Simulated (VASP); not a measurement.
GaN:

```xyz
4
Lattice="3.1900 0.0000 0.0000 -1.5950 2.7626 0.0000 0.0000 0.0000 5.1890" Properties=species:S:1:pos:R:3 pbc="T T T"
Ga    1.5950    0.9209    0.0000
Ga    0.0000    1.8417    2.5945
N     1.5950    0.9209    1.9459
N     0.0000    1.8417    4.5404
```

Base run:

| Quantity | Value |
| --- | --- |
| Program | VASP 6.6.1 |
| Functional | TB-mBJ |
| Potentials or basis | VASP PAW PBE potentials, release 64 (Ga_d, N) |
| Cutoff | 520 eV |
| k mesh | 8 × 8 × 5 |
| Occupations | fermi-dirac, width 0.05 eV |
| Spin | no spin polarisation |

Its results: band gap on the k mesh 3.08 eV, direct.

Question: The run is repeated on the same cell with these changes: functional from TB-mBJ to r2SCAN. What comes out?

Answer: Band gap on the k mesh 2.30 eV, direct.

Caveats: an odd mesh through Γ misses points on the zone boundary, where band edges often lie.

Not every run made on this cell is shown here.
